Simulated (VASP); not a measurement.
VASP ran on this input.

**INCAR**
```
SYSTEM = GaAs
PREC = Accurate
ENCUT = 520
EDIFF = 1E-7
NELM = 100
ALGO = Normal
LREAL = .FALSE.
LASPH = .TRUE.
ISMEAR = 1
SIGMA = 0.1
GGA = BO
PARAM1 = 0.1833333333
PARAM2 = 0.22
LUSE_VDW = .TRUE.
AGGAC = 0.0
LMAXMIX = 4
LWAVE = .FALSE.
LCHARG = .FALSE.
ISIF = 2
```

File KPOINTS:
```
kpoints
0
G
11 11 11
0 0 0
```

POSCAR:
```
GaAs
1
    0.0000000000     2.9276866558     2.9276866558
    2.9276866558     0.0000000000     2.9276866558
    2.9276866558     2.9276866558     0.0000000000
Ga As
1 1
Direct
  0.0000000000   0.0000000000   0.0000000000
  0.2500000000   0.2500000000   0.2500000000
```

POTCAR, in this order: Ga_d As (PBE.64 set). Program: vasp_std.

Task: Translate this optB88-vdW calculation to Quantum ESPRESSO's pw.x.

Result: One equivalent input (not run):
```
&CONTROL
  calculation = 'scf'
  pseudo_dir = './pseudo'
  outdir = './out'
  tprnfor = .true.
  tstress = .true.
/
&SYSTEM
  ibrav = 0
  nat = 2
  ntyp = 2
  ecutwfc = 84
  occupations = 'smearing'
  smearing = 'methfessel-paxton'
  degauss = 0.00735
  input_dft = 'vdw-df-obk8'
/
&ELECTRONS
  conv_thr = 7.3e-09
  electron_maxstep = 100
/
ATOMIC_SPECIES
  Ga 69.723 Ga.upf
  As 74.922 As.upf
CELL_PARAMETERS angstrom
     0.0000000    2.9276867    2.9276867
     2.9276867    0.0000000    2.9276867
     2.9276867    2.9276867    0.0000000
ATOMIC_POSITIONS crystal
  Ga   0.0000000  0.0000000  0.0000000
  As   0.2500000  0.2500000  0.2500000
K_POINTS automatic
  11 11 11 0 0 0
```
What does not carry over: the potentials are each code's own (VASP's PAW set, PseudoDojo norm-conserving files in pw.x), so ENCUT and ecutwfc are chosen apart and not converted; conv_thr bounds pw.x's estimated SCF error, while EDIFF bounds the energy change between steps.

The compound is GaAs in the zinc blende structure. This cell is one point of a volume scan, at 1.06 of the reference volume.
